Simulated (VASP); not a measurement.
Energy against volume of BP (zinc blende). Calculation: vdW-DF2, VASP's PBE PAW potentials (set 64) (plane waves; VASP). Run with 520 eV cut-off, 10×10×10 Γ-centred mesh, Gaussian smearing of 0.050 eV, potentials B P.

```json
[
 {"V (Å³/atom)": "11.811", "E (eV/atom)": "-4.96168"},
 {"V (Å³/atom)": "12.177", "E (eV/atom)": "-4.96711"},
 {"V (Å³/atom)": "12.542", "E (eV/atom)": "-4.96242"},
 {"V (Å³/atom)": "12.907", "E (eV/atom)": "-4.94899"}
]
```

Problem. Fit these four points and predict the energy of the run at 11.446 Å³/atom.

Solution. A cubic in V^(−2/3), the third-order Birch-Murnaghan form, passes through the four points with V0 = 12.18 Å³/atom and B0 = 147 GPa, and gives -4.9446 eV/atom there. The run gave -4.9445 eV/atom, +0.1 meV/atom from the fit; all five points give B0 = 147 GPa.

The compound is BP in the zinc blende structure. It was relaxed first.
